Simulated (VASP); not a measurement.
Output of a VASP run:

**OSZICAR**
```
       N       E                     dE             d eps       ncg     rms          rms(c)
DAV:   1     0.426590838611E+03    0.42659E+03   -0.16282E+04   504   0.120E+03
DAV:   2     0.398902750086E+02   -0.38670E+03   -0.38209E+03   592   0.383E+02
DAV:   3    -0.253287438122E+02   -0.65219E+02   -0.62782E+02   680   0.183E+02
DAV:   4    -0.271925796031E+02   -0.18638E+01   -0.18631E+01   584   0.360E+01
DAV:   5    -0.272337288759E+02   -0.41149E-01   -0.41146E-01   688   0.474E+00    0.116E+01
DAV:   6    -0.228611244024E+02    0.43726E+01   -0.30402E+01   768   0.444E+01    0.468E+00
DAV:   7    -0.228270214295E+02    0.34103E-01   -0.25781E+00   616   0.110E+01    0.285E+00
DAV:   8    -0.227977316578E+02    0.29290E-01   -0.15106E+00   768   0.103E+01    0.197E+00
DAV:   9    -0.227074779439E+02    0.90254E-01   -0.52994E-01   760   0.640E+00    0.372E-01
DAV:  10    -0.227187122455E+02   -0.11234E-01   -0.42240E-02   600   0.139E+00    0.195E-01
DAV:  11    -0.227164758111E+02    0.22364E-02   -0.30500E-02   768   0.129E+00    0.230E-01
DAV:  12    -0.227163428893E+02    0.13292E-03   -0.54585E-03   680   0.985E-01    0.755E-02
DAV:  13    -0.227165034946E+02   -0.16061E-03   -0.33425E-03   680   0.377E-01    0.995E-02
DAV:  14    -0.227166424568E+02   -0.13896E-03   -0.11173E-03   704   0.377E-01    0.407E-02
DAV:  15    -0.227168132815E+02   -0.17082E-03   -0.12024E-04   648   0.858E-02    0.152E-02
DAV:  16    -0.227171015004E+02   -0.28822E-03   -0.24413E-04   720   0.180E-01    0.266E-02
DAV:  17    -0.227171954538E+02   -0.93953E-04   -0.93793E-05   696   0.115E-01    0.260E-03
DAV:  18    -0.227173021875E+02   -0.10673E-03   -0.23769E-05   512   0.337E-02    0.590E-03
DAV:  19    -0.227173131754E+02   -0.10988E-04   -0.30655E-06   440   0.212E-02    0.308E-03
DAV:  20    -0.227173185246E+02   -0.53492E-05   -0.24809E-06   456   0.122E-02    0.671E-04
DAV:  21    -0.227173186518E+02   -0.12722E-06   -0.22453E-07   432   0.463E-03
   1 F= -.22717319E+02 E0= -.22717319E+02  d E =-.546000E-11
```

File OUTCAR:
```
------------------------ aborting loop because EDIFF is reached ----------------------------------------
  FORCE on cell =-STRESS in cart. coord.  units (eV):
  Direction    XX          YY          ZZ          XY          YZ          ZX
  --------------------------------------------------------------------------------------
  Total        0.4727956      0.4727956      0.0960620      0.0000000      0.0000000      0.0000000
  in kB        3.0144000      3.0144000      0.6124621      0.0000000      0.0000000      0.0000000
  external PRESSURE =       2.2137540 kB  Pullay stress =       0.0000000 kB
  volume of cell :      251.29
      direct lattice vectors                 reciprocal lattice vectors
     3.918512000  0.000000000  0.000000000     0.255198912  0.000000000  0.000000000
     0.000000000  3.918512000  0.000000000     0.000000000  0.255198912  0.000000000
     0.000000000  0.000000000 16.365934000     0.000000000  0.000000000  0.061102532
 POSITION                                       TOTAL-FORCE (eV/Angst)
 -----------------------------------------------------------------------------------
      1.95926      0.00000      9.36593        -0.000000      0.000000      0.607647
      0.00000      1.95926      7.00000         0.000000      0.000000     -0.607647
      0.00000      0.00000      8.18297         0.000000      0.000000      0.000000
      1.95926      1.95926      8.18297         0.000000     -0.000000      0.000000
 -----------------------------------------------------------------------------------
    total drift:                                0.000000      0.000000      0.000000
  FREE ENERGIE OF THE ION-ELECTRON SYSTEM (eV)
  ---------------------------------------------------
  free  energy   TOTEN  =       -22.7173186518 eV

  energy  without entropy=      -22.7173186518  energy(sigma->0) =      -22.71731865
```
(Selected blocks of OUTCAR.)

**POSCAR**
```
PbO
1
    3.9185120000     0.0000000000     0.0000000000
    0.0000000000     3.9185120000     0.0000000000
    0.0000000000     0.0000000000    16.3659340000
Pb O
2 2
Direct
  0.5000000000   0.0000000000   0.5722820000
  0.0000000000   0.5000000000   0.4277180000
  0.0000000000   0.0000000000   0.5000000000
  0.5000000000   0.5000000000   0.5000000000
```

Question: Reconstruct the remaining input files.

Answer: One answer among several that fit: the input of the run itself, PBEsol GGA, plane waves, VASP's PBE PAW potentials (set 64).

### KPOINTS
```
Regular mesh
0
gamma
 6 6 1
```

**INCAR**
```
SYSTEM = PbO
PREC = Accurate
ENCUT = 400
EDIFF = 1E-6
NELM = 100
ALGO = Normal
LREAL = .FALSE.
LASPH = .TRUE.
ISMEAR = 0
SIGMA = 0.1
GGA = PS
LMAXMIX = 4
LWAVE = .FALSE.
LCHARG = .FALSE.
ISIF = 2
```

POTCAR, in this order: Pb_d O (PBE.64 set). Program: vasp_std.

At this cut-off the stress carries a Pulay error, which pulls relaxed volumes low. The cell holds a wide vacuum, so values per volume refer to the whole cell.

The cell is a sheet with vacuum, built from a generated structure.
